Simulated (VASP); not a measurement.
```xyz
2
Lattice="1.6881 -2.9239 0.0000 1.6881 2.9239 0.0000 0.0000 0.0000 5.3754" Properties=species:S:1:pos:R:3 pbc="T T T"
Sc     1.6881     0.9746     1.3438
Sc     1.6881    -0.9746     4.0316
```

Calculation: PBE GGA, VASP's PBE PAW potentials (set 64) (plane waves; VASP). Settings: 400 eV cut-off, 11×11×6 Γ-centred mesh, first-order Methfessel-Paxton smearing of 0.10 eV, potentials Sc_sv.

**Question.** Give the stress tensor in GPa (positive for a compressed cell).

**Answer.** 
```
-3.17   0.00   0.00
 0.00  -3.17   0.00
 0.00   0.00  -4.48
```
The pressure is its mean diagonal, -3.60 GPa.

The compound is Sc in the hcp structure. The cell was not relaxed at this level.
